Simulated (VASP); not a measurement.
# TaN: accuracy against cost in the SCF threshold and plane-wave cutoff, part 2 of 3

How sensitive are energy, pressure and forces of TaN to the SCF threshold and plane-wave cutoff? The series runs use PBEsol. The start is a cell from a database of measured crystal structures.

VASP 6.6.1; PBEsol; plane waves and PAW (Ta_pv, N).

Still holding for the runs below: The k-mesh is coarse for a metal.

So far. Step 6 (SCF threshold: EDIFF = 1E-06): Against the run before the energy stays within 0.01 meV an atom; the pressure moves by -0.02 GPa, after 14 cycles in 20 s.

### 7. SCF threshold: EDIFF = 1E-08

INCAR reads:

```
SYSTEM = TaN
PREC = Accurate
ENCUT = 520
EDIFF = 1E-08
NELM = 100
ISMEAR = -1
SIGMA = 0.05
LREAL = .FALSE.
ALGO = Normal
GGA = PS
NBANDS = 30
LASPH = .TRUE.
LORBIT = 11
LWAVE = .FALSE.
LCHARG = .FALSE.
KPAR = 4
ISIF = 2
```

POSCAR reads:

```
TaN
1.0
    5.1960000000      0.0000000000      0.0000000000
   -2.5980000000      4.4998679981      0.0000000000
    0.0000000000      0.0000000000      2.9110000000
Ta N
3 3
Direct
    0.3333333333      0.6666666667      0.5000000000
    0.6666666667      0.3333333333      0.5000000000
    0.0000000000      0.0000000000      0.0000000000
    0.3928500000      0.0000000000      0.0000000000
    0.6071500000      0.6071500000      0.0000000000
    0.0000000000      0.3928500000      0.0000000000
```

KPOINTS reads:

```
Automatic mesh
0
Gamma
5 5 8
0 0 0
```

The projector-augmented-wave data sets are Ta_pv and N (PBE family, release 64).

Started as:

```
mpirun -np 4 vasp_std
```

Log:

```text
[... set-up lines as in an earlier step ...]
 entering main loop
       N       E                     dE             d eps       ncg     rms          rms(c)
[... 12 cycles as in an earlier step ...]
DAV:  13    -0.714425520527E+02    0.41376E-06   -0.16130E-05  2108   0.235E-02    0.522E-03
DAV:  14    -0.714425519468E+02    0.10589E-06   -0.76101E-07  1926   0.576E-03    0.136E-03
DAV:  15    -0.714425518495E+02    0.97319E-07   -0.95570E-08  1772   0.213E-03    0.220E-04
DAV:  16    -0.714425518528E+02   -0.33210E-08   -0.44986E-09  1182   0.521E-04
   1 F= -.71442552E+02 E0= -.71438282E+02  d E =-.854050E-02
```

Run time: 22 s. Hardware: 4 MPI ranks of AMD EPYC 7R43, shared host; peak memory 0.73 GiB.

Parts of OUTCAR (step 7):

```text
  Total       -0.9648218     -0.9648218     -1.8050779      0.0000000      0.0000000      0.0000000
  in kB      -22.7115385    -22.7115385    -42.4908502      0.0000000      0.0000000      0.0000000
  external PRESSURE =     -29.3046424 kB  Pullay stress =       0.0000000 kB

 POSITION                                       TOTAL-FORCE (eV/Angst)
 -----------------------------------------------------------------------------------
     -0.00000      2.99991      1.45550         0.000000      0.000000      0.000000
      2.59800      1.49996      1.45550         0.000000      0.000000      0.000000
      0.00000      0.00000      0.00000         0.000000     -0.000000      0.000000
      2.04125      0.00000      0.00000        -0.006505     -0.000000     -0.000000
      1.57738      2.73209      0.00000         0.003253      0.005634      0.000000
     -1.02062      1.76777      0.00000         0.003253     -0.005634      0.000000
 -----------------------------------------------------------------------------------
    total drift:                               -0.000002     -0.000003      0.000000

  FREE ENERGIE OF THE ION-ELECTRON SYSTEM (eV)
  ---------------------------------------------------
  free  energy   TOTEN  =       -71.4425518528 eV

  energy  without entropy=      -71.4340113541  energy(sigma->0) =      -71.43828160

[... 2 parts as in an earlier step ...]

[... 1 further part left out ...]
[key lines of the parts left out:]
E-fermi :   8.3567
```

Against the run before the energy stays within 0.01 meV an atom; the pressure moves by +0.01 GPa, after 16 cycles in 22 s.

### 8. The SCF threshold series as a table

This step: convergence of PBEsol results with the threshold; plane waves and PAW (VASP 6.6.1).

Derived from the runs above.

Differences are taken from the run with EDIFF = 1E-08. Results of the series, by row:

```
      setting     status  energy less the reference (meV/atom)  pressure (GPa)  largest force difference (meV/Å)  SCF cycles  wall time (s)
 EDIFF = 0.01  converged                              -0.03001          -2.895                             10.79          10           15.4
EDIFF = 0.001  converged                             -0.004622          -2.904                             3.513          11           16.2
EDIFF = 1E-04  converged                               4.67e-5          -2.943                             0.142          12             17
EDIFF = 1E-05  converged                              -1.33e-5          -2.922                             0.108          13           18.2
EDIFF = 1E-06  converged                              -5.00e-6          -2.937                             0.033          14           19.8
EDIFF = 1E-08  converged                                     0           -2.93                                 0          16             22
```

### 9. Plane-wave cutoff: ENCUT = 240

This step: PBEsol; plane waves and PAW (Ta_pv, N) (VASP 6.6.1).

The basis grows with ENCUT, and energy and stress both move with it.

Edit INCAR of step 7 so:

```diff
@@ -2,4 +2,4 @@
 PREC = Accurate
-ENCUT = 520
-EDIFF = 1E-08
+ENCUT = 240
+EDIFF = 1E-06
 NELM = 100
```

POSCAR is that of step 7.

KPOINTS is that of step 7.

Started as:

```
mpirun -np 4 vasp_std
```

Log:

```text
[... set-up lines as in an earlier step ...]
 entering main loop
       N       E                     dE             d eps       ncg     rms          rms(c)
DAV:   1     0.278968240079E+03    0.27897E+03   -0.17052E+04  1636   0.960E+02
DAV:   2    -0.644545564407E+02   -0.34342E+03   -0.33102E+03  1832   0.332E+02
DAV:   3    -0.782209364121E+02   -0.13766E+02   -0.13558E+02  1826   0.680E+01
DAV:   4    -0.784616112560E+02   -0.24067E+00   -0.23958E+00  1882   0.798E+00
DAV:   5    -0.784687155234E+02   -0.71043E-02   -0.71015E-02  1880   0.980E-01    0.428E+01
DAV:   6    -0.719955193754E+02    0.64732E+01   -0.32353E+01  1832   0.309E+01    0.208E+01
DAV:   7    -0.717146648990E+02    0.28085E+00   -0.14643E+00  1828   0.642E+00    0.909E+00
DAV:   8    -0.716369027893E+02    0.77762E-01   -0.16883E-01  1846   0.257E+00    0.640E-01
DAV:   9    -0.716334614484E+02    0.34413E-02   -0.13580E-02  1986   0.742E-01    0.267E-01
DAV:  10    -0.716328546693E+02    0.60678E-03   -0.24217E-03  1850   0.311E-01    0.887E-02
DAV:  11    -0.716327947898E+02    0.59880E-04   -0.46068E-04  2120   0.149E-01    0.265E-02
DAV:  12    -0.716327935573E+02    0.12325E-05   -0.25521E-05  1974   0.324E-02    0.941E-03
DAV:  13    -0.716327931577E+02    0.39960E-06   -0.92684E-07  1216   0.606E-03
   1 F= -.71632793E+02 E0= -.71628688E+02  d E =-.821016E-02
```

The job ended after 7 s (4 MPI ranks; peak memory 0.4 GiB; 25 s of CPU time).

Parts of OUTCAR (step 9):

```text
   ENCUT  =  240.0 eV  17.64 Ry    4.20 a.u.   6.56  6.56  3.68*2*pi/ulx,y,z

   NELECT =      48.0000    total number of electrons

 E-fermi :   8.4295

 k-point     1 :       0.0000    0.0000    0.0000
  band No.  band energies     occupation
    ...
     21       3.9836      2.00000
     22       5.0162      2.00000
     23       6.3226      2.00000
     24       7.3540      2.00000
     25       7.3540      2.00000
     26       8.7971      0.00128
     27       8.7971      0.00128
     28      10.1071      0.00000
     29      10.1142      0.00000
     30      10.1350      0.00000

  Total      -19.0963262    -19.0963262    -19.9334296      0.0000000      0.0000000      0.0000000
  in kB     -449.5202759   -449.5202759   -469.2253725      0.0000000      0.0000000      0.0000000
  external PRESSURE =    -456.0886414 kB  Pullay stress =       0.0000000 kB

 POSITION                                       TOTAL-FORCE (eV/Angst)
 -----------------------------------------------------------------------------------
     -0.00000      2.99991      1.45550        -0.000000     -0.000000      0.000000
      2.59800      1.49996      1.45550        -0.000000     -0.000000      0.000000
      0.00000      0.00000      0.00000        -0.000000     -0.000000      0.000000
      2.04125      0.00000      0.00000         0.030054     -0.000000      0.000000
      1.57738      2.73209      0.00000        -0.015027     -0.026028      0.000000
     -1.02062      1.76777      0.00000        -0.015027      0.026028      0.000000
 -----------------------------------------------------------------------------------
    total drift:                                0.000000      0.000001     -0.000001

  FREE ENERGIE OF THE ION-ELECTRON SYSTEM (eV)
  ---------------------------------------------------
  free  energy   TOTEN  =       -71.6327931577 eV

  energy  without entropy=      -71.6245829957  energy(sigma->0) =      -71.62868808

[... 5 parts as in an earlier step ...]

[... 11 further parts left out ...]
```

This step gave:

```
electronic steps        : 13
free energy (TOTEN)     : -71.6328 eV
energy at zero smearing : -71.6287 eV
Fermi energy            : 8.430 eV
pressure                : -45.61 GPa
```

The series starts at -11.9381 eV an atom and -45.61 GPa, after 13 cycles in 7 s.

### 10. Plane-wave cutoff: ENCUT = 300

Edit INCAR of step 9 so:

```diff
@@ -2,3 +2,3 @@
 PREC = Accurate
-ENCUT = 240
+ENCUT = 300
 EDIFF = 1E-06
```

POSCAR is that of step 9.

KPOINTS is that of step 9.

Started as:

```
mpirun -np 4 vasp_std
```

Log:

```text
[... set-up lines as in an earlier step ...]
 entering main loop
       N       E                     dE             d eps       ncg     rms          rms(c)
DAV:   1     0.319002332095E+03    0.31900E+03   -0.19534E+04  1612   0.112E+03
DAV:   2    -0.630831256363E+02   -0.38209E+03   -0.37035E+03  1814   0.367E+02
DAV:   3    -0.794761868693E+02   -0.16393E+02   -0.16164E+02  1868   0.765E+01
DAV:   4    -0.797294220710E+02   -0.25324E+00   -0.25157E+00  1880   0.887E+00
[...]
DAV:  11    -0.713832264187E+02    0.17151E-03   -0.16993E-03  1922   0.241E-01    0.376E-02
DAV:  12    -0.713832127243E+02    0.13694E-04   -0.12257E-04  1852   0.625E-02    0.130E-02
DAV:  13    -0.713832125579E+02    0.16640E-06   -0.43815E-06  1618   0.128E-02
   1 F= -.71383213E+02 E0= -.71379006E+02  d E =-.841301E-02
```

It took 8.6 s on 4 MPI ranks; peak memory 0.45 GiB.

OUTCAR, selected parts (step 10):

```text
  Total       -9.1863072     -9.1863072     -9.9529009      0.0000000      0.0000000      0.0000000
  in kB     -216.2421877   -216.2421878   -234.2875127      0.0000000      0.0000000      0.0000000
  external PRESSURE =    -222.2572961 kB  Pullay stress =       0.0000000 kB

 POSITION                                       TOTAL-FORCE (eV/Angst)
 -----------------------------------------------------------------------------------
     -0.00000      2.99991      1.45550        -0.000000     -0.000000      0.000000
      2.59800      1.49996      1.45550        -0.000000     -0.000000      0.000000
      0.00000      0.00000      0.00000        -0.000000     -0.000000      0.000000
      2.04125      0.00000      0.00000         0.013083     -0.000000     -0.000000
      1.57738      2.73209      0.00000        -0.006542     -0.011331      0.000000
     -1.02062      1.76777      0.00000        -0.006542      0.011331      0.000000
 -----------------------------------------------------------------------------------
    total drift:                               -0.000002     -0.000004     -0.000002

  FREE ENERGIE OF THE ION-ELECTRON SYSTEM (eV)
  ---------------------------------------------------
  free  energy   TOTEN  =       -71.3832125579 eV

  energy  without entropy=      -71.3747995453  energy(sigma->0) =      -71.37900605

[... 1 part as in an earlier step ...]

[... 2 further parts left out ...]
[key lines of the parts left out:]
E-fermi :   8.3848
```

Against the run before the energy moves by +41.61 meV an atom and the pressure by +23.38 GPa, after 13 cycles in 8.6 s.

### 11. Plane-wave cutoff: ENCUT = 360

Edit INCAR of step 10 so:

```diff
@@ -2,3 +2,3 @@
 PREC = Accurate
-ENCUT = 300
+ENCUT = 360
 EDIFF = 1E-06
```

POSCAR is that of step 10.

KPOINTS is that of step 10.

Started as:

```
mpirun -np 4 vasp_std
```

Log:

```text
[... set-up lines as in an earlier step ...]
 entering main loop
       N       E                     dE             d eps       ncg     rms          rms(c)
DAV:   1     0.368348453976E+03    0.36835E+03   -0.21517E+04  1540   0.128E+03
DAV:   2    -0.599965548288E+02   -0.42835E+03   -0.41406E+03  1782   0.408E+02
DAV:   3    -0.799998768824E+02   -0.20003E+02   -0.19793E+02  1844   0.879E+01
DAV:   4    -0.803431951814E+02   -0.34332E+00   -0.34162E+00  1896   0.111E+01
[...]
DAV:  12    -0.713908532350E+02    0.28855E-04   -0.19330E-04  1852   0.800E-02    0.151E-02
DAV:  13    -0.713908529187E+02    0.31625E-06   -0.11887E-05  1736   0.198E-02    0.448E-03
DAV:  14    -0.713908529134E+02    0.53342E-08   -0.66022E-07  1188   0.656E-03
   1 F= -.71390853E+02 E0= -.71386606E+02  d E =-.849427E-02
```

Wall time 11 s (4 MPI ranks); peak memory 0.51 GiB; 42 s of CPU time.

From OUTCAR (step 11):

```text
  Total       -4.1628086     -4.1628086     -4.9608410      0.0000000      0.0000000      0.0000000
  in kB      -97.9909344    -97.9909344   -116.7763143      0.0000000      0.0000000      0.0000000
  external PRESSURE =    -104.2527277 kB  Pullay stress =       0.0000000 kB

 POSITION                                       TOTAL-FORCE (eV/Angst)
 -----------------------------------------------------------------------------------
     -0.00000      2.99991      1.45550        -0.000000     -0.000000     -0.000000
      2.59800      1.49996      1.45550        -0.000000     -0.000000     -0.000000
      0.00000      0.00000      0.00000        -0.000000     -0.000000     -0.000000
      2.04125      0.00000      0.00000        -0.026482     -0.000000      0.000000
      1.57738      2.73209      0.00000         0.013241      0.022934      0.000000
     -1.02062      1.76777      0.00000         0.013241     -0.022934     -0.000000
 -----------------------------------------------------------------------------------
    total drift:                                0.000001      0.000001     -0.000000

  FREE ENERGIE OF THE ION-ELECTRON SYSTEM (eV)
  ---------------------------------------------------
  free  energy   TOTEN  =       -71.3908529134 eV

  energy  without entropy=      -71.3823586415  energy(sigma->0) =      -71.38660578

[... 1 part as in an earlier step ...]

[... 2 further parts left out ...]
[key lines of the parts left out:]
E-fermi :   8.3663
```

Against the run before the energy moves by -1.27 meV an atom and the pressure by +11.80 GPa, after 14 cycles in 11 s.

### 12. Plane-wave cutoff: ENCUT = 400

Edit INCAR of step 11 so:

```diff
@@ -2,3 +2,3 @@
 PREC = Accurate
-ENCUT = 360
+ENCUT = 400
 EDIFF = 1E-06
```

POSCAR is that of step 11.

KPOINTS is that of step 11.

Started as:

```
mpirun -np 4 vasp_std
```

Log:

```text
[... set-up lines as in an earlier step ...]
 entering main loop
       N       E                     dE             d eps       ncg     rms          rms(c)
DAV:   1     0.385077800239E+03    0.38508E+03   -0.22833E+04  1548   0.138E+03
DAV:   2    -0.579784357639E+02   -0.44306E+03   -0.42731E+03  1772   0.423E+02
DAV:   3    -0.800671177315E+02   -0.22089E+02   -0.21770E+02  1812   0.930E+01
DAV:   4    -0.805447668215E+02   -0.47765E+00   -0.47407E+00  1864   0.129E+01
[...]
DAV:  12    -0.714460461377E+02    0.31894E-04   -0.21813E-04  1852   0.868E-02    0.157E-02
DAV:  13    -0.714460456800E+02    0.45777E-06   -0.14632E-05  1738   0.219E-02    0.485E-03
DAV:  14    -0.714460456345E+02    0.45491E-07   -0.85597E-07  1188   0.741E-03
   1 F= -.71446046E+02 E0= -.71441788E+02  d E =-.851552E-02
```

Elapsed: 14 s, on 4 MPI ranks; peak memory 0.6 GiB.

OUTCAR, selected parts (step 12):

```text
  Total       -2.3231000     -2.3231000     -3.1628280      0.0000000     -0.0000000      0.0000000
  in kB      -54.6848919    -54.6848919    -74.4517721      0.0000000     -0.0000000      0.0000000
  external PRESSURE =     -61.2738520 kB  Pullay stress =       0.0000000 kB

 POSITION                                       TOTAL-FORCE (eV/Angst)
 -----------------------------------------------------------------------------------
     -0.00000      2.99991      1.45550        -0.000000      0.000000     -0.000000
      2.59800      1.49996      1.45550        -0.000000      0.000000     -0.000000
      0.00000      0.00000      0.00000        -0.000000      0.000000     -0.000000
      2.04125      0.00000      0.00000        -0.004409      0.000000      0.000000
      1.57738      2.73209      0.00000         0.002204      0.003818      0.000000
     -1.02062      1.76777      0.00000         0.002204     -0.003818     -0.000000
 -----------------------------------------------------------------------------------
    total drift:                               -0.000001     -0.000002      0.000000

  FREE ENERGIE OF THE ION-ELECTRON SYSTEM (eV)
  ---------------------------------------------------
  free  energy   TOTEN  =       -71.4460456345 eV

  energy  without entropy=      -71.4375301139  energy(sigma->0) =      -71.44178787

[... 1 part as in an earlier step ...]

[... 2 further parts left out ...]
[key lines of the parts left out:]
E-fermi :   8.3610
```

Against the run before the energy moves by -9.20 meV an atom and the pressure by +4.30 GPa, after 14 cycles in 14 s.

### 13. Plane-wave cutoff: ENCUT = 460

Edit INCAR of step 12 so:

```diff
@@ -2,3 +2,3 @@
 PREC = Accurate
-ENCUT = 400
+ENCUT = 460
 EDIFF = 1E-06
```

POSCAR is that of step 12.

KPOINTS is that of step 12.

Started as:

```
mpirun -np 4 vasp_std
```

Log:

```text
[... set-up lines as in an earlier step ...]
 entering main loop
       N       E                     dE             d eps       ncg     rms          rms(c)
DAV:   1     0.423287726918E+03    0.42329E+03   -0.24703E+04  1516   0.154E+03
DAV:   2    -0.547673592135E+02   -0.47806E+03   -0.46102E+03  1794   0.456E+02
DAV:   3    -0.801032846394E+02   -0.25336E+02   -0.25010E+02  1836   0.101E+02
DAV:   4    -0.806167482193E+02   -0.51346E+00   -0.51041E+00  1868   0.140E+01
[...]
DAV:  12    -0.714477701326E+02    0.36380E-04   -0.24347E-04  1860   0.917E-02    0.154E-02
DAV:  13    -0.714477697401E+02    0.39245E-06   -0.15080E-05  1736   0.226E-02    0.512E-03
DAV:  14    -0.714477696924E+02    0.47750E-07   -0.75762E-07  1188   0.710E-03
   1 F= -.71447770E+02 E0= -.71443501E+02  d E =-.853820E-02
```

Run time: 15 s. Hardware: 4 MPI ranks; peak memory 0.62 GiB.

From OUTCAR (step 13):

```text
  Total       -1.1943411     -1.1943411     -2.0380211      0.0000000      0.0000000      0.0000000
  in kB      -28.1143362    -28.1143362    -47.9742447      0.0000000      0.0000000      0.0000000
  external PRESSURE =     -34.7343057 kB  Pullay stress =       0.0000000 kB

 POSITION                                       TOTAL-FORCE (eV/Angst)
 -----------------------------------------------------------------------------------
     -0.00000      2.99991      1.45550         0.000000      0.000000     -0.000000
      2.59800      1.49996      1.45550         0.000000      0.000000     -0.000000
      0.00000      0.00000      0.00000         0.000000      0.000000     -0.000000
      2.04125      0.00000      0.00000        -0.005601      0.000000      0.000000
      1.57738      2.73209      0.00000         0.002800      0.004850      0.000000
     -1.02062      1.76777      0.00000         0.002800     -0.004850     -0.000000
 -----------------------------------------------------------------------------------
    total drift:                               -0.000001     -0.000002      0.000000

  FREE ENERGIE OF THE ION-ELECTRON SYSTEM (eV)
  ---------------------------------------------------
  free  energy   TOTEN  =       -71.4477696924 eV

  energy  without entropy=      -71.4392314952  energy(sigma->0) =      -71.44350059

[... 1 part as in an earlier step ...]

[... 2 further parts left out ...]
[key lines of the parts left out:]
E-fermi :   8.3575
```

Against the run before the energy moves by -0.29 meV an atom and the pressure by +2.65 GPa, after 14 cycles in 15 s.

### 14. Plane-wave cutoff: ENCUT = 520

Edit INCAR of step 13 so:

```diff
@@ -2,3 +2,3 @@
 PREC = Accurate
-ENCUT = 460
+ENCUT = 520
 EDIFF = 1E-06
```

POSCAR is that of step 13.

KPOINTS is that of step 13.

Started as:

```
mpirun -np 4 vasp_std
```

Log:

```text
[... set-up lines as in an earlier step ...]
 entering main loop
       N       E                     dE             d eps       ncg     rms          rms(c)
[... 14 cycles as in an earlier step ...]
   1 F= -.71442552E+02 E0= -.71438282E+02  d E =-.854065E-02
```

The job ended after 20 s (4 MPI ranks; peak memory 0.72 GiB).

From OUTCAR (step 14):

```text
[... 6 parts as in an earlier step ...]

[... 1 further part left out ...]
[key lines of the parts left out:]
E-fermi :   8.3568
```

Against the run before the energy moves by +0.87 meV an atom and the pressure by +0.54 GPa, after 14 cycles in 20 s.

(Continued in part 3 of 3.)

[Lines on the potential files, build, host, timing and source positions are cut from VASP's logs without a mark.]

[Logs are printed without paths, hosts, clocks, repeated set-up lines and the standing remarks that a program may print on its own settings, such as how far it seeks lower states.]

[Hosts, paths, dates, database ids (printed as entryN), source tags and the programs' standing remarks are cut or masked in the printed files.]

[A measured line is paired with the nearest computed mode of its activity, which favours agreement.]
